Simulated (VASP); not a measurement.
Level of theory: r2SCAN meta-GGA, VASP's PBE PAW potentials (set 64) (plane waves; VASP).

The input files of a VASP run:

**POSCAR**
```
InBi
1
    4.4350167619    -0.0000000000    -0.0000000000
   -2.2175083810     3.8408375927     0.0000000000
    0.0000000000     0.0000000000     3.7874935579
In Bi
1 1
Direct
  1.0000000000   0.0000000000   0.0000000000
  0.6666670000   0.3333330000   0.5000000000
```

**KPOINTS**
```
Automatic mesh
0
Gamma
9 9 9
0 0 0
```

INCAR:
```
! general
SYSTEM  = InBi
PREC    = Accurate
ENCUT   = 400
LREAL   = F
LASPH   = T

! electronic loop
EDIFF   = 1E-6
NELM    = 100
ALGO    = Normal
LMAXMIX = 4
LMIXTAU = T

! smearing
ISMEAR  = 1
SIGMA   = 0.1

! functional
METAGGA = R2SCAN

! ions
IBRION  = 2
NSW     = 60
ISIF    = 3
EDIFFG  = -0.01

! output
LWAVE   = F
LCHARG  = F
```

POTCAR, in this order: In_d Bi_d (PBE.64 set). Program: vasp_std.

Output

### OUTCAR
```
 ion  position               nearest neighbor table
   1  0.000  0.000  0.000-   2 3.18   2 3.18   2 3.18   2 3.18   2 3.18   2 3.18
   2  0.667  0.333  0.500-   1 3.18   1 3.18   1 3.18   1 3.18   1 3.18   1 3.18
  LATTYP: Found a hexagonal cell.
 ALAT       =     4.4350167619
 C/A-ratio  =     0.8539975746
 Subroutine PRICEL returns:
 Original cell was already a primitive cell.
 Subroutine GETGRP returns: Found 12 space group operations
The static configuration has the point symmetry D_3h.
The dynamic configuration has the point symmetry D_3h.
 Subroutine INISYM returns: Found 12 space group operations
 Subroutine IBZKPT returns following result:
 Found     60 irreducible k-points:

 Following reciprocal coordinates:
            Coordinates               Weight
  0.000000  0.000000  0.000000      1.000000
  0.111111  0.000000  0.000000      6.000000
  0.222222  0.000000  0.000000      6.000000
  0.333333 -0.000000  0.000000      6.000000
  0.444444  0.000000  0.000000      6.000000
  0.111111  0.111111  0.000000      6.000000
  0.222222  0.111111  0.000000     12.000000
  0.333333  0.111111  0.000000     12.000000
  0.444444  0.111111  0.000000      6.000000
  0.222222  0.222222  0.000000      6.000000
  0.333333  0.222222  0.000000     12.000000
  0.333333  0.333333  0.000000      2.000000
  0.000000  0.000000  0.111111      2.000000
  0.111111  0.000000  0.111111     12.000000
  0.222222  0.000000  0.111111     12.000000
  0.333333 -0.000000  0.111111     12.000000
  0.444444  0.000000  0.111111     12.000000
  0.111111  0.111111  0.111111     12.000000
  0.222222  0.111111  0.111111     24.000000
  0.333333  0.111111  0.111111     24.000000
  0.444444  0.111111  0.111111     12.000000
  0.222222  0.222222  0.111111     12.000000
  0.333333  0.222222  0.111111     24.000000
  0.333333  0.333333  0.111111      4.000000
  0.000000  0.000000  0.222222      2.000000
  0.111111  0.000000  0.222222     12.000000
  0.222222  0.000000  0.222222     12.000000
  0.333333 -0.000000  0.222222     12.000000
  0.444444  0.000000  0.222222     12.000000
  0.111111  0.111111  0.222222     12.000000
  0.222222  0.111111  0.222222     24.000000
  0.333333  0.111111  0.222222     24.000000
  0.444444  0.111111  0.222222     12.000000
  0.222222  0.222222  0.222222     12.000000
  0.333333  0.222222  0.222222     24.000000
  0.333333  0.333333  0.222222      4.000000
  0.000000  0.000000  0.333333      2.000000
  0.111111  0.000000  0.333333     12.000000
  0.222222  0.000000  0.333333     12.000000
  0.333333 -0.000000  0.333333     12.000000
   k-points           NKPTS =     60   k-points in BZ     NKDIM =     60   number of bands    NBANDS=     18
   number of dos      NEDOS =    301   number of ions     NIONS =      2
   total plane-waves  NPLWV =  25200
   dimension x,y,z NGX =    30 NGY =   30 NGZ =   28
   dimension x,y,z NGXF=    60 NGYF=   60 NGZF=   56
   ions per type =               1   1
   PREC   = accura    normal or accurate (medium, high low for compatibility)
   ISTART =      0    job   : 0-new  1-cont  2-samecut
   ICHARG =      2    charge: 1-file 2-atom 10-const
   ISPIN  =      1    spin polarized calculation?
   LNONCOLLINEAR =      F non collinear calculations
   LSORBIT =      F    spin-orbit coupling
   INIWAV =      1    electr: 0-lowe 1-rand  2-diag
   ENCUT  =  400.0 eV  29.40 Ry    5.42 a.u.   7.23  7.23  6.18*2*pi/ulx,y,z
   NELM   =    100;   NELMIN=  2; NELMDL= -5     # of ELM steps
   EDIFF  = 0.1E-05   stopping-criterion for ELM
   LREAL  =      F    real-space projection
   NLSPLINE    = F    spline interpolate recip. space projectors
...
```

OSZICAR:
```
       N       E                     dE             d eps       ncg     rms          rms(c)
DAV:   1     0.152367147389E+03    0.15237E+03   -0.13097E+04  2160   0.167E+03
DAV:   2    -0.691134255462E+02   -0.22148E+03   -0.21906E+03  2168   0.404E+02
DAV:   3    -0.862796887336E+02   -0.17166E+02   -0.17078E+02  2624   0.141E+02
DAV:   4    -0.868548342158E+02   -0.57515E+00   -0.57452E+00  2528   0.282E+01
DAV:   5    -0.868921646174E+02   -0.37330E-01   -0.37327E-01  3156   0.572E+00    0.355E+00
DAV:   6    -0.813208896009E+02    0.55713E+01   -0.27259E+00  2320   0.320E+01    0.175E+00
DAV:   7    -0.807614465797E+02    0.55944E+00   -0.36024E-01  2224   0.821E+00    0.920E-01
DAV:   8    -0.808902728117E+02   -0.12883E+00   -0.22807E-01  2180   0.339E+00    0.692E-01
DAV:   9    -0.809174482966E+02   -0.27175E-01   -0.22001E-02  2248   0.147E+00    0.451E-01
DAV:  10    -0.809191363031E+02   -0.16880E-02   -0.19819E-02  2232   0.934E-01    0.245E-01
DAV:  11    -0.809321062391E+02   -0.12970E-01   -0.74880E-03  2212   0.632E-01    0.883E-02
DAV:  12    -0.809333085555E+02   -0.12023E-02   -0.26848E-03  2306   0.466E-01    0.672E-02
DAV:  13    -0.809334929164E+02   -0.18436E-03   -0.16919E-04  2800   0.103E-01    0.724E-02
DAV:  14    -0.809318830184E+02    0.16099E-02   -0.41427E-04  2168   0.225E-01    0.189E-01
DAV:  15    -0.809337986948E+02   -0.19157E-02   -0.70817E-04  2168   0.287E-01    0.125E-02
DAV:  16    -0.809337765641E+02    0.22131E-04   -0.54721E-05  2338   0.847E-02    0.601E-03
DAV:  17    -0.809337839489E+02   -0.73847E-05   -0.26548E-06  1878   0.148E-02    0.353E-03
DAV:  18    -0.809337813779E+02    0.25710E-05   -0.24736E-07  1184   0.612E-03    0.295E-03
DAV:  19    -0.809337942431E+02   -0.12865E-04   -0.18285E-06  1696   0.163E-02    0.197E-03
DAV:  20    -0.809337757462E+02    0.18497E-04   -0.73977E-07  1578   0.988E-03    0.426E-03
DAV:  21    -0.809337818929E+02   -0.61467E-05   -0.69643E-08  1096   0.318E-03    0.402E-03
DAV:  22    -0.809337829938E+02   -0.11009E-05   -0.22716E-08  1092   0.165E-03    0.335E-03
DAV:  23    -0.809337832050E+02   -0.21119E-06   -0.84499E-09  1092   0.127E-03
   1 F= -.80933783E+02 E0= -.80933870E+02  d E =-.809338E+02
       N       E                     dE             d eps       ncg     rms          rms(c)
DAV:   1    -0.809521165958E+02   -0.18334E-01   -0.51855E-01  2386   0.128E+01    0.778E-01
DAV:   2    -0.809365294783E+02    0.15587E-01   -0.34048E-02  2378   0.340E+00    0.301E-01
DAV:   3    -0.809334861995E+02    0.30433E-02   -0.10034E-02  2840   0.171E+00    0.121E-01
DAV:   4    -0.809340206737E+02   -0.53447E-03   -0.10792E-03  2190   0.268E-01    0.803E-02
DAV:   5    -0.809336786432E+02    0.34203E-03   -0.39009E-04  2176   0.194E-01    0.198E-02
DAV:   6    -0.809340482173E+02   -0.36957E-03   -0.43238E-04  2182   0.215E-01    0.153E-02
DAV:   7    -0.809340664986E+02   -0.18281E-04   -0.13872E-05  2340   0.339E-02    0.109E-02
DAV:   8    -0.809340742116E+02   -0.77130E-05   -0.62287E-06  1732   0.233E-02    0.250E-03
DAV:   9    -0.809340666757E+02    0.75359E-05   -0.99642E-06  2180   0.392E-02    0.226E-03
DAV:  10    -0.809340683602E+02   -0.16845E-05   -0.15996E-07  1262   0.384E-03    0.288E-03
DAV:  11    -0.809340709301E+02   -0.25699E-05   -0.63280E-08  1104   0.274E-03    0.477E-03
DAV:  12    -0.809340746276E+02   -0.36975E-05   -0.24059E-07  1096   0.687E-03    0.418E-04
DAV:  13    -0.809340713580E+02    0.32696E-05   -0.89483E-08  1092   0.328E-03    0.265E-03
DAV:  14    -0.809340728510E+02   -0.14930E-05   -0.29228E-08  1092   0.189E-03    0.258E-03
DAV:  15    -0.809340719677E+02    0.88332E-06   -0.10215E-08  1092   0.144E-03
   2 F= -.80934072E+02 E0= -.80934148E+02  d E =-.288763E-03
       N       E                     dE             d eps       ncg     rms          rms(c)
DAV:   1    -0.809352156876E+02   -0.11428E-02   -0.32079E-02  2384   0.322E+00    0.191E-01
DAV:   2    -0.809342634156E+02    0.95227E-03   -0.20528E-03  2378   0.834E-01    0.748E-02
DAV:   3    -0.809340962222E+02    0.16719E-03   -0.63123E-04  2840   0.430E-01    0.295E-02
DAV:   4    -0.809341058219E+02   -0.95997E-05   -0.64642E-05  2190   0.653E-02    0.200E-02
DAV:   5    -0.809341007976E+02    0.50243E-05   -0.22875E-05  2176   0.476E-02    0.494E-03
DAV:   6    -0.809340989714E+02    0.18262E-05   -0.26947E-05  2184   0.542E-02    0.380E-03
DAV:   7    -0.809341067814E+02   -0.78100E-05   -0.87383E-07  1826   0.867E-03    0.270E-03
DAV:   8    -0.809341037086E+02    0.30727E-05   -0.39853E-07  1128   0.694E-03    0.782E-04
DAV:   9    -0.809341102008E+02   -0.64922E-05   -0.65931E-07  1372   0.108E-02    0.542E-04
DAV:  10    -0.809341096276E+02    0.57323E-06   -0.48915E-08  1094   0.331E-03
   3 F= -.80934110E+02 E0= -.80934190E+02  d E =-.326423E-03
```

OUTCAR:
```
------------------------ aborting loop because EDIFF is reached ----------------------------------------
  FORCE on cell =-STRESS in cart. coord.  units (eV):
  Direction    XX          YY          ZZ          XY          YZ          ZX
  --------------------------------------------------------------------------------------
  Total        0.0048209      0.0048209     -0.0018065     -0.0000000     -0.0000000      0.0000000
  in kB        0.1203950      0.1203950     -0.0451145     -0.0000000     -0.0000000      0.0000000
  external PRESSURE =       0.0652252 kB  Pullay stress =       0.0000000 kB
  volume of cell :       64.16
      direct lattice vectors                 reciprocal lattice vectors
     4.428538371  0.000000000  0.000000000     0.225808137  0.130370375 -0.000000000
    -2.214269185  3.835227139 -0.000000000    -0.000000000  0.260740750  0.000000000
     0.000000000 -0.000000000  3.777289514    -0.000000000  0.000000000  0.264740099
 POSITION                                       TOTAL-FORCE (eV/Angst)
 -----------------------------------------------------------------------------------
      0.00000     -0.00000      3.77729        -0.000000      0.000000      0.000000
      2.21427      1.27841      1.88864         0.000000     -0.000000      0.000000
 -----------------------------------------------------------------------------------
    total drift:                               -0.002155      0.001243      0.000000
  FREE ENERGIE OF THE ION-ELECTRON SYSTEM (eV)
  ---------------------------------------------------
  free  energy   TOTEN  =       -80.9341096276 eV

  energy  without entropy=      -80.9343507100  energy(sigma->0) =      -80.93418999

 reached required accuracy - stopping structural energy minimisation
```
(Selected blocks of OUTCAR.)

### CONTCAR
```
InBi
   1.00000000000000
     4.4285383705783952    0.0000000000000843    0.0000000000000000
    -2.2142691853390515    3.8352271394400836   -0.0000000000000000
     0.0000000000000000   -0.0000000000000000    3.7772895140093983
  In              Bi
     1     1
Direct
     0.0000000000000000    0.0000000000000000    1.0000000000000000
     0.6666669999999968    0.3333330000000032    0.5000000000000000
```

The structure was generated: InBi was put into the WC type (P-6m2), which need not be its known phase. This run relaxes it. Symmetry was kept, so distortions that lower it aren't found. The start is the result of an earlier pass.
